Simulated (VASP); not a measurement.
**Sn2Ge6 (ordered alloy cell): computed properties**

Computed with PBEsol GGA, VASP's PBE PAW potentials (set 64) (plane waves; VASP).

- space group = R-3m (166)
- cell = a = b = 4.1339 Å, c = 41.5592 Å, α = β = 90.00°, γ = 120.00°
- volume per atom = 25.63 Å^3/atom
- band gap (over mesh and band path) = none (metal, semimetal or under 0.01 eV)
- density = 5.45 g/cm³

```
SnGe3
1.0
    0.00000     2.92312     2.92312
    2.92312     0.00000     2.92312
   11.89556    11.89556    -0.20308
Sn Ge
2 6
Cartesian
 11.75921  11.75921  -0.06673
  1.61060   1.61060   1.31252
  6.05680   6.05680   5.63569
  4.54845   4.54845   1.29780
  8.89834   8.89834   5.71727
  7.39460   7.39460   1.37476
  8.82137   8.82137  -0.05201
 10.23614  10.23614   1.45635
```

Unless said otherwise, spin-orbit coupling is left out, though it shifts the bands of the heavy elements here.

The structure was generated: Sn2Ge6 was put into an ordered model structure (R-3m), which need not be its known phase. It was relaxed first. Symmetry was kept, so distortions that lower it aren't found.
